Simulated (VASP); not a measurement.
**TaWC2 and the effect of the choice of potentials or basis**

It takes space group R-3m (No. 166, trigonal). Conventional cell: a = 3.144 Å, b = 3.144 Å, c = 15.305 Å, α = 90.00°, β = 90.00°, γ = 120.00°. W (site symmetry -3m) has 6 C at 2.21 Å as nearest neighbours. Ta (site symmetry -3m) is surrounded by 6 C at 2.23 Å. C (site symmetry 3m) has 3 W at 2.21 Å and 3 Ta at 2.23 Å as nearest neighbours.

The cell comes from a database or a generator and needn't be the stable form of this composition.

Kept alike: task band structure; functional PBE; k mesh 7 × 7 × 7; occupations fermi-dirac, width 0.05 eV; no spin polarisation. Program: VASP, cutoff 900 eV. The mesh is that of the run's cell of 4 atoms. No spin-orbit coupling.

| choice of potentials or basis | pressure (GPa) |
| --- | --- |
| C, Ta, W | -2.93 |
| C, Ta_pv, W_sv | -1.75 |
| C_GW, Ta_sv_GW, W_sv_GW | -2.55 |
| C_s, Ta_pv, W_sv | -1.69 |

Pressure is positive in compression; the values hold the error of the finite cutoff, so their zero can differ a little from the energy's minimum. For a metal such a mesh leaves the last digits unconverged. Runs of this series that gave no sound value for these columns are left out.

Task: What does the choice of potentials or basis change here?

Result: The pressure runs from -2.93 (C, Ta, W) to -1.69 GPa (C_s, Ta_pv, W_sv).
